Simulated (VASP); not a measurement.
**Bulk modulus of hcp metals: PBEsol against PBE**

VASP (plane waves, PAW); cells keep the symmetry of their structure type. Static lattice, from a third-order Birch-Murnaghan fit over five volumes at each level.

Here x stands for PBE B0 and y for PBEsol B0.

| solid | PBE B0 (GPa) | PBEsol B0 (GPa) | cut-off (eV) |
|---|---|---|---|
| Mg | 35.9 | 37.6 | 520 |
| Lu | 47.9 | 51.1 | 520 |
| Sc | 54.4 | 57.9 | 520 |
| Zn | 71.7 | 90.6 | 520 |
| Zr | 93.7 | 98.1 | 520 |
| Tc | 300.7 | 326.2 | 520 |
| Ru | 312.5 | ? | 520 |

**Question.** Fit y against x with a straight line, and predict the withheld value at x = 312.5.

**Answer.** With u = x - 101, the rows have u = -65.10, -53.10, -46.60, -29.30, -7.30, 199.70. Means: u -0.28333, y 110.25. About the means, the sum of products is 54100 and the sum of squares of u is 50021; the slope is their ratio. Least squares gives y = 110.56 + 1.08155·u. Residuals (row less fit): -2.55, -2.03, -2.26, 11.73, -4.56, -0.35; standard error 6.60 (degrees of freedom: 4). The slope is 1.08 with a standard error of 0.030. At the withheld row, u = 211.50, so y = 110.56 + 1.08155 × 211.50 = 339.31 GPa. The calculation gives 348.4 GPa, 9.09 GPa above the prediction (2.9 % of the range of y in the table). The row lies outside the fitted rows, so this is an extrapolation. From the scatter of the fitted rows alone, a prediction at this place has a standard error of 9.48 GPa, so the miss is 1.0 times that.

The filled 4f shell of Lu is frozen in the core. The rows are a random draw from the solids of this series computed here; series whose standard error about the line passes 12 to 30 % of the range of y, or with no trend, aren't shown in this form.
